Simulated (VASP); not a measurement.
Data:

```
CELL_PARAMETERS angstrom
      0.00000     2.26768     2.26768
      2.26768     0.00000     2.26768
      2.26768     2.26768     0.00000
ATOMIC_POSITIONS crystal
  Hf 0.00000 0.00000 0.00000
  N  0.50000 0.50000 0.50000
```

Level of theory: LDA (Ceperley-Alder, Perdew-Zunger), VASP's LDA PAW potentials (set 64) (plane waves; VASP). Settings: 400 eV cut-off, 16×16×16 Γ-centred mesh, Fermi-Dirac smearing of 0.10 eV, potentials Hf_pv N.

Question: Give the energies of bands 5 to 10 at the high-symmetry points, in eV from the Fermi level.

Answer: 
| band | Γ | X | U | L | W |
|---|---|---|---|---|---|
| 5 | -2.93 | -5.29 | -6.24 | -8.77 | -6.07 |
| 6 | -2.93 | -3.77 | -5.41 | -6.09 | -5.36 |
| 7 | -2.93 | -3.60 | -4.87 | -6.09 | -5.36 |
| 8 | -0.38 | -3.60 | -0.84 | 3.23 | 1.11 |
| 9 | -0.38 | 3.98 | 3.81 | 3.61 | 1.11 |
| 10 | -0.38 | 5.40 | 4.35 | 3.61 | 5.42 |

It has no gap at this level: it comes out as a metal or semimetal.

The structure is a typed HfN crystal. The cell was not relaxed at this level. The electron count is odd and the run is not spin-polarised, which forces a metal.
